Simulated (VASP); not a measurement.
Calculation: PBE GGA with D4 dispersion, VASP's PBE PAW potentials (set 64) (plane waves; VASP).

A VASP calculation is set up with these files.

INCAR:
```
# general
SYSTEM  = AuAl2
PREC    = Accurate
ENCUT   = 520
LREAL   = .FALSE.   # projection in real space or not
LASPH   = .TRUE.   # aspherical one-centre terms

# electronic loop
EDIFF   = 1E-6   # SCF stop (eV)
NELM    = 100
ALGO    = Normal   # blocked Davidson
LMAXMIX = 6   # l cut-off of mixed one-centre charges

# smearing
ISMEAR  = 1
SIGMA   = 0.1   # width (eV)

# functional
GGA     = PE   # PBE
IVDW    = 13

# ions
IBRION  = 2
NSW     = 60   # most ionic steps
ISIF    = 3   # ions, shape and volume
EDIFFG  = -0.02

# output
LWAVE   = .FALSE.
LCHARG  = .FALSE.
```

File POSCAR:
```
AuAl2
1.0
  0.0000000000   2.9924357718   2.9924357718
  2.9924357718   0.0000000000   2.9924357718
  2.9924357718   2.9924357718   0.0000000000
Al Au
2 1
Cartesian
  1.4962178859   1.4962178859   1.4962178859
  4.4886536577   4.4886536577   4.4886536577
  2.9924357718   2.9924357718   5.9848715436
```

File KPOINTS:
```
Automatic mesh
0
Gamma
8 8 8
0 0 0
```

POTCAR, in this order: Al Au (PBE.64 set). Program: vasp_std.

What will the output report for the number of irreducible k-points (NKPTS), largest plane-wave count, number of space-group operations, FFT grid (NGX, NGY, NGZ)?

| Property | Value |
|---|---|
| number of irreducible k-points (NKPTS) | 29 |
| largest plane-wave count | 1459 |
| number of space-group operations | 48 |
| FFT grid (NGX, NGY, NGZ) | 32 × 32 × 32 |

The compound is AuAl2 in the fluorite structure. This run relaxes it. Symmetry was kept, so distortions that lower it aren't found. The start is the result of an earlier pass. The electron count is odd and the run is not spin-polarised, which forces a metal.
